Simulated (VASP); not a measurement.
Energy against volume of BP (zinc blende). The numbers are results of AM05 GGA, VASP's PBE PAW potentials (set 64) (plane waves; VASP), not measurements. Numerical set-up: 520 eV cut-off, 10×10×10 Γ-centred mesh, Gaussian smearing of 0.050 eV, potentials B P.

```csv
V (Å³/atom),E (eV/atom)
11.190,-6.68374
11.537,-6.68963
11.883,-6.68458
12.229,-6.67008
```

Fit these four points and predict the energy of the run at 10.844 Å³/atom.

A cubic in V^(−2/3), the third-order Birch-Murnaghan form, passes through the four points with V0 = 11.54 Å³/atom and B0 = 168 GPa, and gives -6.6653 eV/atom there. The run gave -6.6652 eV/atom, +0.0 meV/atom from the fit; all five points give B0 = 168 GPa.

The compound is BP in the zinc blende structure. It was relaxed first.
